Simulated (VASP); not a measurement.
All values below come from PBEsol GGA, VASP's PBE PAW potentials (set 64) (plane waves; VASP).

The input files of a VASP run:

**KPOINTS**
```
Automatic mesh
0
Gamma
7 7 7
0 0 0
```

**POSCAR**
```
CdF2
1
    0.0000000000     2.5813429828     2.5813429828
    2.5813429828     0.0000000000     2.5813429828
    2.5813429828     2.5813429828     0.0000000000
Cd F
1 2
Direct
  0.0000000000   0.0000000000   0.0000000000
  0.2500000000   0.2500000000   0.2500000000
  0.7500000000   0.7500000000   0.7500000000
```

### INCAR
```
SYSTEM = CdF2
PREC = Accurate; ENCUT = 620; LREAL = F
LASPH = T
EDIFF = 1E-6; NELM = 100; ALGO = Normal
LMAXMIX = 4
ISMEAR = 0; SIGMA = 0.05
GGA = PS
IBRION = 2; NSW = 40; ISIF = 3
EDIFFG = -0.02; PSTRESS = 200
LWAVE = F; LCHARG = F
```

POTCAR, in this order: Cd F (PBE.64 set). Program: vasp_std.

The resulting files:

File OSZICAR:
```
       N       E                     dE             d eps       ncg     rms          rms(c)
DAV:   1     0.231181575301E+03    0.23118E+03   -0.17591E+04   680   0.181E+03
DAV:   2    -0.282390762030E+01   -0.23401E+03   -0.22660E+03   763   0.425E+02
DAV:   3    -0.125762182747E+02   -0.97523E+01   -0.97359E+01   729   0.979E+01
DAV:   4    -0.126257419066E+02   -0.49524E-01   -0.49513E-01   791   0.695E+00
DAV:   5    -0.126259092072E+02   -0.16730E-03   -0.16730E-03   724   0.343E-01    0.126E+01
DAV:   6    -0.113095145614E+02    0.13164E+01   -0.39278E+00   886   0.372E+01    0.961E+00
DAV:   7    -0.113296291313E+02   -0.20115E-01   -0.62139E-01   683   0.864E+00    0.561E+00
DAV:   8    -0.113230500572E+02    0.65791E-02   -0.10372E-01   715   0.382E+00    0.555E-01
DAV:   9    -0.113168569254E+02    0.61931E-02   -0.27466E-02   840   0.261E+00    0.754E-02
DAV:  10    -0.113174029610E+02   -0.54604E-03   -0.29720E-03   695   0.539E-01    0.766E-02
DAV:  11    -0.113174420379E+02   -0.39077E-04   -0.53836E-05   775   0.740E-02    0.256E-02
DAV:  12    -0.113174503097E+02   -0.82718E-05   -0.19670E-05   696   0.429E-02    0.156E-02
DAV:  13    -0.113174524357E+02   -0.21260E-05   -0.69201E-06   716   0.243E-02    0.207E-03
DAV:  14    -0.113174524320E+02    0.36985E-08   -0.89011E-08   450   0.376E-03
   1 F= -.70232101E+01 E0= -.70232101E+01  d E =-.702321E+01
```

**OUTCAR**
```
------------------------ aborting loop because EDIFF is reached ----------------------------------------
  FORCE on cell =-STRESS in cart. coord.  units (eV):
  Direction    XX          YY          ZZ          XY          YZ          ZX
  --------------------------------------------------------------------------------------
  Total        4.2816353      4.2816353      4.2816353     -0.0000000      0.0000000      0.0000000
  in kB      199.4128391    199.4128391    199.4128391     -0.0000000      0.0000000      0.0000000
  external PRESSURE =      -0.5871609 kB  Pullay stress =     200.0000000 kB
  volume of cell :       34.40
      direct lattice vectors                 reciprocal lattice vectors
     0.000000000  2.581342983  2.581342983    -0.193697623  0.193697623  0.193697623
     2.581342983  0.000000000  2.581342983     0.193697623 -0.193697623  0.193697623
     2.581342983  2.581342983  0.000000000     0.193697623  0.193697623 -0.193697623
 POSITION                                       TOTAL-FORCE (eV/Angst)
 -----------------------------------------------------------------------------------
      0.00000      0.00000      0.00000        -0.000000     -0.000000     -0.000000
      1.29067      1.29067      1.29067         0.000000     -0.000000      0.000000
      3.87201      3.87201      3.87201        -0.000000      0.000000     -0.000000
 -----------------------------------------------------------------------------------
    total drift:                                0.000000     -0.000000      0.000000
  FREE ENERGIE OF THE ION-ELECTRON SYSTEM (eV)
  ---------------------------------------------------
  free  energy   TOTEN  =       -11.3174524320 eV

  energy  without entropy=      -11.3174524320  energy(sigma->0) =      -11.31745243
  enthalpy is  TOTEN    =        -7.0232101075 eV   P V=        4.2942423245

 reached required accuracy - stopping structural energy minimisation
```
(Selected blocks of OUTCAR.)

The compound is CdF2 in the fluorite structure. It was relaxed first under an external pressure of 20 GPa.
